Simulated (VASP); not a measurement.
```yaml
crystal:
  lattice:
    - [1.38436, -2.39779, 0.00000]
    - [1.38436, 2.39779, 0.00000]
    - [0.00000, 0.00000, 4.36005]
  atoms:
    - { symbol: Os, position: [0.33333, 0.66667, 0.25000] }
    - { symbol: Os, position: [0.66667, 0.33333, 0.75000] }
```

Calculation: r2SCAN meta-GGA, VASP's PBE PAW potentials (set 64) (plane waves; VASP 6.6.1). Run with 480 eV cut-off, 14×14×8 Γ-centred mesh, first-order Methfessel-Paxton smearing of 0.10 eV, potentials Os.

Question: Give the stress tensor in GPa (positive for a compressed cell).

Answer: 
```
-11.78    0.00    0.00
  0.00  -11.78    0.00
  0.00    0.00  -12.69
```
The pressure is its mean diagonal, -12.08 GPa.

The compound is Os in the hcp structure. This cell was strained or had an atom moved on purpose.
